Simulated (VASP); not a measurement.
An input for Quantum ESPRESSO's pw.x (written as the equivalent of a VASP run, and not itself run):

```
&CONTROL
  calculation = 'scf'
  pseudo_dir = './pseudo'
  outdir = './out'
  tprnfor = .true.
  tstress = .true.
/
&SYSTEM
  ibrav = 0
  nat = 3
  ntyp = 2
  ecutwfc = 84
  occupations = 'smearing'
  smearing = 'gaussian'
  degauss = 0.009996
  input_dft = 'pbesol'
/
&ELECTRONS
  conv_thr = 7.3e-08
  electron_maxstep = 100
/
ATOMIC_SPECIES
  N 14.007 N.upf
  Ru 101.070 Ru.upf
CELL_PARAMETERS angstrom
     2.7477640    0.0000000    0.0000000
    -1.3738820    2.3796330    0.0000000
     0.0000000    0.0000000   16.2340770
ATOMIC_POSITIONS crystal
  N    0.0000000  0.0000000  0.5000000
  Ru   0.3333330  0.6666670  0.5688080
  Ru   0.6666670  0.3333330  0.4311920
K_POINTS automatic
  14 14 1 0 0 0
```

Task: Write the VASP files for the same calculation (PBEsol).

Result: One answer among several that fit: 
INCAR:
```
SYSTEM = Ru2N
PREC = Accurate; ENCUT = 400; LREAL = .FALSE.
LASPH = .TRUE.
EDIFF = 1E-6; NELM = 100; ALGO = Normal
LMAXMIX = 4
ISMEAR = 0; SIGMA = 0.136
GGA = PS
ISIF = 2
LWAVE = .FALSE.; LCHARG = .FALSE.
```

POSCAR:
```
Ru2N
1
    2.7477640000     0.0000000000     0.0000000000
   -1.3738820000     2.3796330000     0.0000000000
    0.0000000000     0.0000000000    16.2340770000
N Ru
1 2
Direct
  0.0000000000   0.0000000000   0.5000000000
  0.3333330000   0.6666670000   0.5688080000
  0.6666670000   0.3333330000   0.4311920000
```

**KPOINTS**
```
Automatic mesh
0
Gamma
14 14 1
0 0 0
```

POTCAR, in this order: N Ru_pv (PBE.64 set). Program: vasp_std.

What does not carry over: the potentials are each code's own (VASP's PAW set, PseudoDojo norm-conserving files in pw.x), so ENCUT and ecutwfc are chosen apart and not converted; conv_thr bounds pw.x's estimated SCF error, while EDIFF bounds the energy change between steps.

The cell is a sheet with vacuum, built from a generated structure.
